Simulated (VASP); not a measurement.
An input for Quantum ESPRESSO's pw.x (written as the equivalent of a VASP run, and not itself run):

```
&CONTROL
  calculation = 'scf'
  pseudo_dir = './pseudo'
  outdir = './out'
  tprnfor = .true.
  tstress = .true.
/
&SYSTEM
  ibrav = 0
  nat = 5
  ntyp = 3
  ecutwfc = 84
  occupations = 'smearing'
  smearing = 'gaussian'
  degauss = 0.000735
  input_dft = 'pbe'
/
&ELECTRONS
  conv_thr = 7.3e-08
  electron_maxstep = 100
/
ATOMIC_SPECIES
  K 39.098 K.upf
  Ta 180.948 Ta.upf
  O 15.999 O.upf
CELL_PARAMETERS angstrom
     4.0767750    0.0000000    0.0000000
     0.0000000    4.0767750    0.0000000
     0.0000000    0.0000000    4.0767750
ATOMIC_POSITIONS crystal
  K    0.5000000  0.5000000  0.5000000
  Ta   0.0000000  0.0000000  0.0000000
  O    0.0000000  0.5000000  0.0000000
  O    0.5000000  0.0000000  0.0000000
  O    0.0000000  0.0000000  0.5000000
K_POINTS automatic
  5 5 5 0 0 0
```

Problem. Translate this input to VASP (INCAR, KPOINTS, POSCAR, choice of POTCAR).

Solution. This is not unique; one that fits is 
### POSCAR
```
KTaO3
1
    4.0767750000     0.0000000000     0.0000000000
    0.0000000000     4.0767750000     0.0000000000
    0.0000000000     0.0000000000     4.0767750000
K Ta O
1 1 3
Direct
  0.5000000000   0.5000000000   0.5000000000
  0.0000000000   0.0000000000   0.0000000000
  0.0000000000   0.5000000000   0.0000000000
  0.5000000000   0.0000000000   0.0000000000
  0.0000000000   0.0000000000   0.5000000000
```

File KPOINTS:
```
Regular mesh
0
G
5 5 5
0 0 0
```

**INCAR**
```
ALGO = Normal
EDIFF = 1E-6
ENCUT = 400
GGA = PE
ISIF = 2
ISMEAR = 0
LASPH = .TRUE.
LCHARG = .FALSE.
LMAXMIX = 6
LREAL = .FALSE.
LWAVE = .FALSE.
NELM = 100
PREC = Accurate
SIGMA = 0.01
SYSTEM = KTaO3
```

POTCAR, in this order: K_sv Ta_pv O (PBE.64 set). Program: vasp_std.

What does not carry over: the potentials are each code's own (VASP's PAW set, PseudoDojo norm-conserving files in pw.x), so ENCUT and ecutwfc are chosen apart and not converted; conv_thr bounds pw.x's estimated SCF error, while EDIFF bounds the energy change between steps.

The structure comes from a computed database's KTaO3 entry; how it stands against other phases isn't given here. The cell was not relaxed at this level. The run is one of a series of settings (KPOINTS 5×5×5 Γ-centred mesh against the base run), some of them coarse on purpose.
